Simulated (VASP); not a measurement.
VASP input:

### KPOINTS
```
kpoints
0
G
 9 9 9
```

INCAR:
```
# general
SYSTEM =BP
PREC   =Accurate
ENCUT  =520
LREAL  =.FALSE.
LASPH  =.TRUE.

# electronic loop
EDIFF  =1E-6
NELM   =100
ALGO   =Normal
LMIXTAU=.TRUE.

# smearing
ISMEAR =0
SIGMA  =0.05

# functional
METAGGA=R2SCAN

# ions
IBRION =2
NSW    =60
ISIF   =3
EDIFFG =-0.01

# output
LWAVE  =.FALSE.
LCHARG =.FALSE.
```

### POSCAR
```
BP
1
    0.0000000000     2.2660700000     2.2660700000
    2.2660700000     0.0000000000     2.2660700000
    2.2660700000     2.2660700000     0.0000000000
B P
1 1
Direct
  0.0000000000   0.0000000000   0.0000000000
  0.2500000000   0.2500000000   0.2500000000
```

POTCAR, in this order: B P (PBE.64 set). Program: vasp_std.

**Question.** Write an equivalent input for Ansatz.

**Answer.** One equivalent input (not run):
Ansatz 0.2 input:
```yaml
crystal:
  lattice:
    - [0.0000000, 2.2660700, 2.2660700]
    - [2.2660700, 0.0000000, 2.2660700]
    - [2.2660700, 2.2660700, 0.0000000]
  atoms:
    - { symbol: B, position: [0.0000000, 0.0000000, 0.0000000] }
    - { symbol: P, position: [0.2500000, 0.2500000, 0.2500000] }
kpoints:
  mp_grid: { grid: [9, 9, 9] }
hamiltonian:
  xc: r2scan
  pseudopotentials: { kind: paw }
scf:
  occupations: { method: gaussian, width: 0.05 }
  max_iter: 100
relax:
  max_steps: 60
  f_tol: 0.01
  cell: {}
output: { forces: true, stress: true, eigenvalues: true }
```
What does not carry over: each code has its own PAW files, so the cut-off isn't converted (ENCUT is set for VASP's; basis.ecutwfc is left out, and Ansatz then takes the one that its files recommend); Ansatz stops its SCF on the density residual and VASP on the energy change (EDIFF).

The structure comes from a computed database's BP entry (F-43m); how it stands against other phases isn't given here. The cell was not relaxed at this level.
